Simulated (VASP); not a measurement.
Computed with PW91 GGA, VASP's PBE PAW potentials (set 64) (plane waves; VASP).

VASP ran on this input.

File KPOINTS:
```
Automatic mesh
0
Gamma
6 6 3
0 0 0
```

INCAR:
```
ALGO  =  Normal
EDIFF  =  1E-7
EDIFFG  =  -0.01
ENCUT  =  520
GGA  =  91
IBRION  =  2
ISIF  =  4
ISMEAR  =  0
LASPH  =  .True.
LCHARG  =  .False.
LMAXMIX  =  4
LREAL  =  .False.
LWAVE  =  .False.
NELM  =  100
NSW  =  30
PREC  =  Accurate
SIGMA  =  0.05
SYSTEM  =  CdSe
```

**POSCAR**
```
CdSe
1.0
  2.2404838413  -3.8806315899   0.0000000000
  2.2404838413   3.8806315899   0.0000000000
  0.0000000000   0.0000000000   7.2946668676
Cd Se
2 2
Cart
  2.2404838413  -1.2935464504   3.6481258411
  2.2404838413   1.2935464504   0.0007924073
  2.2404838413  -1.2935464504   6.3893357688
  2.2404838413   1.2935464504   2.7420023350
```

POTCAR, in this order: Cd Se (PBE.64 set). Program: vasp_std.

Task: What will the output report for the number of irreducible k-points (NKPTS), largest plane-wave count, number of space-group operations, FFT grid (NGX, NGY, NGZ)?

Result: 
The number of irreducible k-points (NKPTS) is 14, the largest plane-wave count is 3430 and the number of space-group operations comes out as 12. The FFT grid (NGX, NGY, NGZ) is 36 × 36 × 54.

The compound is CdSe in the wurtzite structure. This cell is one point of a volume scan, at 1.06 of the reference volume. Symmetry was kept, so distortions that lower it aren't found.
